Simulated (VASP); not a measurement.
Input:

```yaml
crystal:
  lattice:
    - [0.00000, 2.78889, 2.78889]
    - [2.78889, 0.00000, 2.78889]
    - [2.78889, 2.78889, 0.00000]
  atoms:
    - { symbol: Na, position: [0.00000, 0.00000, 0.00000] }
    - { symbol: Cl, position: [0.50000, 0.50000, 0.50000] }
```

Method: PBE GGA with D3 dispersion (Becke-Johnson damping), VASP's PBE PAW potentials (set 64) (plane waves; VASP). Run with 520 eV cut-off, Gaussian smearing of 0.050 eV, potentials Na_pv Cl.

### Question
Estimate the band gap (along the path) with the smallest direct gap where there is one.

### Answer

| Quantity | Result |
|---|---|
| band gap (along the path) | 5.24 eV |
| smallest direct gap (along the path) | 5.24 eV |

Total energies compare only between runs with the same potentials, cut-off and functional.

The compound is NaCl in the rock salt structure. It was relaxed first.
